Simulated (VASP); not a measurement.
Bi: relaxation of cell and atoms with PBEsol

Bi:

```
Bi
1.0
     2.26750    1.30914    3.93800
    -2.26750    1.30914    3.93800
     0.00000   -2.61828    3.93800
Bi
2
Direct
  0.23400 0.23400 0.23400
  0.76600 0.76600 0.76600
```

```
Program                : VASP 6.6.1
Task                   : relaxation of cell and atoms
Functional             : PBEsol
Potentials or basis    : VASP PAW PBE potentials, release 64 (Bi_d)
Cutoff                 : 600 eV
k mesh                 : 12 × 12 × 10
Occupations            : methfessel-paxton, width 0.1 eV
Spin                   : no spin polarisation
Further INCAR settings : ALGO = Normal; EDIFF = 1e-06; IBRION = 2; EDIFFG = -0.01; NSW = 90; ISIF = 3
```

* Relaxed volume: 34.38 Å³/atom
* Relaxed cell: a = 4.677 Å, b = 4.677 Å, c = 4.677 Å, α = 57.83°, β = 57.83°, γ = 57.83°
* Space group after relaxing (to 0.05 Å): R-3m (No. 166)
* Energy gained by relaxing: 3.0 meV/atom
* Ionic steps: 14
* Pressure after relaxing: 0.0 GPa
* Band gap on the k mesh: none (metal or under the smearing width)

Step by step:
| step | energy change (eV) | largest force (eV/Å) | pressure (GPa) | volume (Å³) |
| --- | --- | --- | --- | --- |
| 1 | 0.0000 | 0.1572 | -0.23 | 70.14 |
| 2 | -0.0026 | 0.1275 | -0.02 | 69.62 |
| 3 | -0.0042 | 0.0840 | 0.33 | 68.87 |
| 4 | -0.0052 | 0.0084 | -0.15 | 69.23 |
| 5 | -0.0052 | 0.0038 | -0.13 | 69.18 |
| 6 | -0.0056 | 0.0052 | -0.03 | 69.01 |
| 7 | -0.0058 | 0.0145 | 0.03 | 68.80 |
| 8 | -0.0058 | 0.0179 | 0.02 | 68.75 |
| 9 | -0.0058 | 0.0218 | 0.02 | 68.66 |
| 10 | -0.0058 | 0.0168 | 0.07 | 68.70 |
| 11 | -0.0058 | 0.0158 | 0.06 | 68.73 |
| 12 | -0.0059 | 0.0184 | -0.06 | 68.84 |
| 13 | -0.0059 | 0.0183 | -0.04 | 68.84 |
| 14 | -0.0059 | 0.0008 | 0.00 | 68.75 |

Final structure:
```
Bi
1.0
     2.26154    1.30570    3.88064
    -2.26154    1.30570    3.88064
     0.00000   -2.61140    3.88064
Bi
2
Cartesian
  0.0000 0.0000 2.7585
  0.0000 0.0000 8.8834
```

Levels at points of the mesh, in eV from the Fermi level:
| k point | band 13 | band 14 | band 15 | band 16 | band 17 | band 18 |
| --- | --- | --- | --- | --- | --- | --- |
| (0.00, 0.00, 0.00) | -1.53 | -1.25 | -1.25 | 2.73 | 3.04 | 3.04 |
| (0.50, 0.00, 0.00) | -1.17 | -1.03 | -0.30 | -0.27 | 0.35 | 0.78 |
| (0.50, 0.50, 0.00) | -4.89 | -3.15 | -3.01 | 2.40 | 5.04 | 5.38 |
| (0.50, 0.50, 0.50) | -0.86 | -0.54 | -0.54 | 0.51 | 0.51 | 0.56 |

Run time: 51 min on 1 thread of Intel(R) Xeon(R) Platinum 8488C (Sapphire Rapids) (shared host), peak memory 0.65 GiB.

Caveat: the PAW data sets were made with another functional, which shifts forces and pressure a little; spin-orbit coupling is left out, which moves the levels of the heavy elements.
